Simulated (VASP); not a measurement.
Consider the following.

```xyz
2
Lattice="1.4062 -2.4357 0.0000 1.4062 2.4357 0.0000 0.0000 0.0000 4.5071" Properties=species:S:1:pos:R:3 pbc="T T T"
Tc     1.4062     0.8119     1.1268
Tc     1.4062    -0.8119     3.3803
```

Level of theory: vdW-DF2, VASP's PBE PAW potentials (set 64) (plane waves; VASP 6.6.1). Run with 520 eV cut-off, Gaussian smearing of 0.050 eV, potentials Tc_pv.

Predict the band gap (along the path) with the smallest direct gap where there is one.

- band gap (along the path) = none (metal, semimetal or under 0.01 eV)

Total energies compare only between runs with the same potentials, cut-off and functional.

The compound is Tc in the hcp structure. It was relaxed first, which changed the volume by +8 %.
